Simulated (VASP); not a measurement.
Wanted: the native input for a VASP 6.6.1 run.

| Quantity | Value |
| --- | --- |
| Task | single point |
| Functional | PBE |
| Potentials or basis | VASP PAW PBE potentials, release 64 (Sb, Te, O) |
| Cutoff | 520 eV |
| k mesh | 7 × 7 × 2 |
| Occupations | gaussian, width 0.15 eV |
| Spin | no spin polarisation |
| Further INCAR settings | PREC = Normal; LREAL = Auto; ALGO = Fast; EDIFF = 1e-05 |

The structure of Sb2Te3O2 lies in POSCAR:

```
Sb2Te3O2
1.0
    4.0121470000      0.0000000000      0.0000000000
   -4.0121480000      6.9492420000      0.0000000000
    0.0000000000      0.0000000000     11.6933700000
Sb Te O
4 6 4
Direct
    0.0000000000      0.0000000000      0.0063460000
    0.0000000000      0.5000000000      0.0063460000
    0.3333330000      0.3333335000      0.2475350000
    0.3333330000      0.8333335000      0.2475350000
    0.6666670000      0.1666665000      0.4331860000
    0.6666670000      0.6666665000      0.4331860000
    0.6666670000      0.1666665000      0.8141210000
    0.6666670000      0.6666665000      0.8141210000
    0.0000000000      0.0000000000      0.6259890000
    0.0000000000      0.5000000000      0.6259890000
    0.0000000000      0.0000000000      0.1872580000
    0.0000000000      0.5000000000      0.1872580000
    0.3333330000      0.3333335000      0.0606390000
    0.3333330000      0.8333335000      0.0606390000
```

The cell was built by a generator and needn't be a form met in nature.

One way to write it, as run:

INCAR

```
SYSTEM = Sb2Te3O2
PREC = Normal ; ENCUT = 520
EDIFF = 1E-5 ; ISMEAR = 0
SIGMA = 0.15 ; LREAL = Auto
LASPH = .TRUE. ; NELM = 80
ALGO = Fast ; ISIF = 2
LWAVE = .FALSE. ; LCHARG = .FALSE.
GGA = PE
```

KPOINTS

```
Automatic mesh
0
G
  7 7 2
  0 0 0
```

Potentials or basis: VASP PAW PBE potentials, release 64 (Sb, Te, O).

Launch:

```bash
$ cat potpaw_PBE.64/Sb/POTCAR potpaw_PBE.64/Te/POTCAR potpaw_PBE.64/O/POTCAR > POTCAR
$ mpirun -np 1 vasp_std > vasp.out
```

Results of the run:

| Item | Value |
| --- | --- |
| Pressure | 0.1 GPa |
| Largest force | 0.048 eV/Å |
| Band gap on the k mesh | none (metal or under the smearing width) |

It took 2.5 min on 1 thread of Intel(R) Xeon(R) 6975P-C (Granite Rapids) (shared host), peak memory 0.46 GiB.
